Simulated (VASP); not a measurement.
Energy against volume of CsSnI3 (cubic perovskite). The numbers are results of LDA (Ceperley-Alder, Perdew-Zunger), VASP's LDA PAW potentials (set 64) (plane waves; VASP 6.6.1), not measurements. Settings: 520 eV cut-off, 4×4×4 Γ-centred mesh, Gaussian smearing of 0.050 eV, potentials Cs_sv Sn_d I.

```tsv
V (Å³/atom)	E (eV/atom)
42.437	-3.19551
43.750	-3.20085
45.062	-3.20061
46.375	-3.19628
```

Task: Fit these four points and predict the energy of the run at 41.125 Å³/atom.

Result: A cubic in V^(−2/3), the third-order Birch-Murnaghan form, passes through the four points with V0 = 44.32 Å³/atom and B0 = 20 GPa, and gives -3.1827 eV/atom there. The run gave -3.1835 eV/atom, -0.8 meV/atom from the fit; all five points give B0 = 20 GPa.

The compound is CsSnI3 in the cubic perovskite structure, the ideal cubic form; the compound distorts at low or room temperature. It was relaxed first, which changed the volume by -8 %.
